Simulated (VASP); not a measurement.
A run of VASP 6.6.1 is set up as follows.

INCAR

```
ALGO = Normal ; EDIFF = 1E-6
ENCUT = 520 ; ISIF = 2
ISMEAR = 0 ; LASPH = True
LCHARG = False ; LMIXTAU = True
LREAL = False ; LWAVE = False
METAGGA = SCAN ; NBANDS = 17
NELM = 60 ; PREC = Accurate
SIGMA = 0.01
```

File KPOINTS:

```
k-points
0
Gamma
  1 1 1
```

Contents of POSCAR:

```
AlH2ClO
1.0
   13.0000000000      0.0000000000      0.0000000000
    0.0000000000     13.0000000000      0.0000000000
    0.0000000000      0.0000000000     11.0000000000
O Al Cl H
1 1 1 2
Direct
    0.4304538500      0.5409307700      0.4566318200
    0.5490000000      0.5266230800      0.5158954500
    0.6016076900      0.3796769200      0.5636500000
    0.3835769200      0.4855461500      0.4425318200
    0.6184230800      0.6235538500      0.5345045500
```

Potentials or basis: VASP PAW PBE potentials, release 64 (O, Al, Cl, H).

Launch:

```console
$ cat potpaw_PBE.64/O/POTCAR potpaw_PBE.64/Al/POTCAR potpaw_PBE.64/Cl/POTCAR potpaw_PBE.64/H/POTCAR > POTCAR
$ mpirun -np 1 vasp_gam > vasp.out
```

Q: Estimate the largest force.

A: 0.197 eV/Å.

Q: What does it give for the gap between the frontier levels?

A: 6.80 eV.

Forces on the atoms (eV/Å):
```
O    0.177  0.055  0.066
Al   0.069 -0.040  0.031
Cl  -0.042  0.132 -0.031
H   -0.147 -0.084 -0.050
H   -0.056 -0.063 -0.017
```

Caveat: the PAW data sets were made with another functional, which shifts forces and pressure a little. SCAN opens gaps a little over a GGA but as a rule still falls short of measured ones.
